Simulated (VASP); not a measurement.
```
ZnCl2
1.0
    3.68538     0.00000     0.00000
    0.00000     3.68538     0.00000
    0.00000     0.00000    10.88669
Zn Cl
2 4
Direct
  0.00000   0.00000   0.00000
  0.50000   0.50000   0.50000
  0.50000   0.00000   0.12314
  0.50000   0.00000   0.62314
  0.00000   0.50000   0.37686
  0.00000   0.50000   0.87686
```

Computed with PBEsol GGA, VASP's PBE PAW potentials (set 64) (plane waves; VASP). Run with 300 eV cut-off, 6×6×2 Γ-centred mesh, Gaussian smearing of 0.010 eV, potentials Zn Cl.

Predict the energy per atom (σ→0), band gap (on the k-mesh) with the smallest direct gap where there is one.

| Property | Value |
|---|---|
| band gap (on the k-mesh) | 3.75 eV |
| smallest direct gap (on the k-mesh) | 3.75 eV |
| energy per atom (σ→0) | -2.973 eV/atom |

The absolute energy has meaning only against runs of the same code, potentials and settings.

The structure comes from a computed database's ZnCl2 entry (P4_2/nmc); how it stands against other phases isn't given here. The cell was not relaxed at this level.
